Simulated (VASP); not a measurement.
Calculation: SCAN meta-GGA, VASP's PBE PAW potentials (set 64) (plane waves; VASP).

The input files of a VASP run:

**INCAR**
```
SYSTEM = FeAl
PREC = Accurate; ENCUT = 520; LREAL = .FALSE.
LASPH = .TRUE.
EDIFF = 1E-7; NELM = 100; ALGO = Normal
LMAXMIX = 4; LMIXTAU = .TRUE.
ISMEAR = 1; SIGMA = 0.1
METAGGA = SCAN
ISIF = 2
LWAVE = .FALSE.; LCHARG = .FALSE.
```

**POSCAR**
```
FeAl
1
    2.7744229750     0.0000000000     0.0000000000
    0.0000000000     2.7744229750     0.0000000000
    0.0000000000     0.0000000000     2.7744229750
Al Fe
1 1
Direct
  0.5000000000   0.5000000000   0.5000000000
  0.0000000000   0.0000000000   0.0000000000
```

### KPOINTS
```
Automatic mesh
0
Gamma
13 13 13
0 0 0
```

POTCAR, in this order: Al Fe (PBE.64 set). Program: vasp_std.

The run wrote:

**OUTCAR**
```
 ion  position               nearest neighbor table
   1  0.500  0.500  0.500-   2 2.40   2 2.40   2 2.40   2 2.40   2 2.40   2 2.40   2 2.40   2 2.40
  LATTYP: Found a simple cubic cell.
 ALAT       =     2.7744229750
 Subroutine PRICEL returns:
 Original cell was already a primitive cell.
 Subroutine GETGRP returns: Found 48 space group operations
The static configuration has the point symmetry O_h .
The dynamic configuration has the point symmetry O_h .
 Subroutine INISYM returns: Found 48 space group operations
 Subroutine IBZKPT returns following result:
 Found     84 irreducible k-points:

 Following reciprocal coordinates:
            Coordinates               Weight
  0.000000  0.000000  0.000000      1.000000
  0.076923  0.000000  0.000000      6.000000
  0.153846  0.000000  0.000000      6.000000
  0.230769  0.000000  0.000000      6.000000
  0.307692  0.000000  0.000000      6.000000
  0.384615  0.000000  0.000000      6.000000
  0.461538  0.000000  0.000000      6.000000
  0.076923  0.076923  0.000000     12.000000
  0.153846  0.076923  0.000000     24.000000
  0.230769  0.076923  0.000000     24.000000
  0.307692  0.076923  0.000000     24.000000
  0.384615  0.076923  0.000000     24.000000
  0.461538  0.076923  0.000000     24.000000
  0.153846  0.153846  0.000000     12.000000
  0.230769  0.153846  0.000000     24.000000
  0.307692  0.153846  0.000000     24.000000
  0.384615  0.153846  0.000000     24.000000
  0.461538  0.153846  0.000000     24.000000
  0.230769  0.230769  0.000000     12.000000
  0.307692  0.230769  0.000000     24.000000
  0.384615  0.230769  0.000000     24.000000
  0.461538  0.230769  0.000000     24.000000
  0.307692  0.307692  0.000000     12.000000
  0.384615  0.307692  0.000000     24.000000
  0.461538  0.307692  0.000000     24.000000
  0.384615  0.384615  0.000000     12.000000
  0.461538  0.384615  0.000000     24.000000
  0.461538  0.461538  0.000000     12.000000
  0.076923  0.076923  0.076923      8.000000
  0.153846  0.076923  0.076923     24.000000
  0.230769  0.076923  0.076923     24.000000
  0.307692  0.076923  0.076923     24.000000
  0.384615  0.076923  0.076923     24.000000
  0.461538  0.076923  0.076923     24.000000
  0.153846  0.153846  0.076923     24.000000
  0.230769  0.153846  0.076923     48.000000
  0.307692  0.153846  0.076923     48.000000
  0.384615  0.153846  0.076923     48.000000
  0.461538  0.153846  0.076923     48.000000
  0.230769  0.230769  0.076923     24.000000
   k-points           NKPTS =     84   k-points in BZ     NKDIM =     84   number of bands    NBANDS=      9
   number of dos      NEDOS =    301   number of ions     NIONS =      2
   total plane-waves  NPLWV =  13824
   dimension x,y,z NGX =    24 NGY =   24 NGZ =   24
   dimension x,y,z NGXF=    48 NGYF=   48 NGZF=   48
   ions per type =               1   1
   PREC   = accura    normal or accurate (medium, high low for compatibility)
   ISTART =      0    job   : 0-new  1-cont  2-samecut
   ICHARG =      2    charge: 1-file 2-atom 10-const
   ISPIN  =      1    spin polarized calculation?
   LNONCOLLINEAR =      F non collinear calculations
   LSORBIT =      F    spin-orbit coupling
   INIWAV =      1    electr: 0-lowe 1-rand  2-diag
   ENCUT  =  520.0 eV  38.22 Ry    6.18 a.u.   5.16  5.16  5.16*2*pi/ulx,y,z
   NELM   =    100;   NELMIN=  2; NELMDL= -5     # of ELM steps
   EDIFF  = 0.1E-06   stopping-criterion for ELM
   LREAL  =      F    real-space projection
   NLSPLINE    = F    spline interpolate recip. space projectors
   LMAXMIX     =    4 max onsite mixed and CHGCAR
   VOSKOWN=      0    Vosko Wilk Nusair interpolation
...
```

OSZICAR:
```
       N       E                     dE             d eps       ncg     rms          rms(c)
DAV:   1     0.189588150075E+02    0.18959E+02   -0.53150E+03  1520   0.132E+03
DAV:   2    -0.283833760260E+02   -0.47342E+02   -0.45530E+02  1513   0.190E+02
DAV:   3    -0.295918322396E+02   -0.12085E+01   -0.11944E+01  1829   0.421E+01
DAV:   4    -0.296144718820E+02   -0.22640E-01   -0.22620E-01  1859   0.503E+00
DAV:   5    -0.296150823918E+02   -0.61051E-03   -0.61049E-03  1813   0.767E-01    0.176E+01
DAV:   6    -0.298358020773E+02   -0.22072E+00   -0.79219E+01  1679   0.157E+02    0.170E+01
DAV:   7    -0.263968120748E+02    0.34390E+01   -0.35909E+01  1657   0.880E+01    0.310E+00
DAV:   8    -0.262943794086E+02    0.10243E+00   -0.44401E-01  1608   0.785E+00    0.213E+00
DAV:   9    -0.263954529171E+02   -0.10107E+00   -0.52942E-01  1746   0.101E+01    0.653E-01
DAV:  10    -0.262806931242E+02    0.11476E+00   -0.32105E-01  1691   0.625E+00    0.296E-01
DAV:  11    -0.262792820222E+02    0.14111E-02   -0.15979E-02  1551   0.179E+00    0.217E-01
DAV:  12    -0.262824435201E+02   -0.31615E-02   -0.21957E-02  1595   0.195E+00    0.174E-01
DAV:  13    -0.262794794997E+02    0.29640E-02   -0.84863E-03  1520   0.133E+00    0.564E-02
DAV:  14    -0.262796146082E+02   -0.13511E-03   -0.15210E-03  1560   0.671E-01    0.271E-02
DAV:  15    -0.262793927442E+02    0.22186E-03   -0.70286E-04  1537   0.446E-01    0.229E-02
DAV:  16    -0.262793850519E+02    0.76924E-05   -0.13637E-05  1743   0.527E-02    0.117E-02
DAV:  17    -0.262793808757E+02    0.41762E-05   -0.18370E-05  1620   0.794E-02    0.225E-03
DAV:  18    -0.262793811466E+02   -0.27089E-06   -0.80587E-07  1576   0.149E-02    0.120E-03
DAV:  19    -0.262793812290E+02   -0.82413E-07   -0.13564E-07  1041   0.637E-03
   1 F= -.26279381E+02 E0= -.26279367E+02  d E =-.434166E-04
```

File OUTCAR:
```
------------------------ aborting loop because EDIFF is reached ----------------------------------------
  FORCE on cell =-STRESS in cart. coord.  units (eV):
  Direction    XX          YY          ZZ          XY          YZ          ZX
  --------------------------------------------------------------------------------------
  Total        1.9435090      1.9435090      1.9435090      0.0000000     -0.0000000     -0.0000000
  in kB      145.8072492    145.8072492    145.8072492      0.0000000     -0.0000000     -0.0000000
  external PRESSURE =     145.8072492 kB  Pullay stress =       0.0000000 kB
  volume of cell :       21.36
      direct lattice vectors                 reciprocal lattice vectors
     2.774422975  0.000000000  0.000000000     0.360435308  0.000000000  0.000000000
     0.000000000  2.774422975  0.000000000     0.000000000  0.360435308  0.000000000
     0.000000000  0.000000000  2.774422975     0.000000000  0.000000000  0.360435308
 POSITION                                       TOTAL-FORCE (eV/Angst)
 -----------------------------------------------------------------------------------
      1.38721      1.38721      1.38721         0.000000      0.000000      0.000000
      0.00000      0.00000      0.00000         0.000000      0.000000      0.000000
 -----------------------------------------------------------------------------------
    total drift:                               -0.000000      0.000000      0.000000
  FREE ENERGIE OF THE ION-ELECTRON SYSTEM (eV)
  ---------------------------------------------------
  free  energy   TOTEN  =       -26.2793812290 eV

  energy  without entropy=      -26.2793378124  energy(sigma->0) =      -26.27936676
```
(Selected blocks of OUTCAR.)

The compound is FeAl in the CsCl type structure. This cell is one point of a volume scan, at 0.94 of the reference volume. The run is not spin-polarised, so no magnetic state was tried. The electron count is odd and the run is not spin-polarised, which forces a metal.
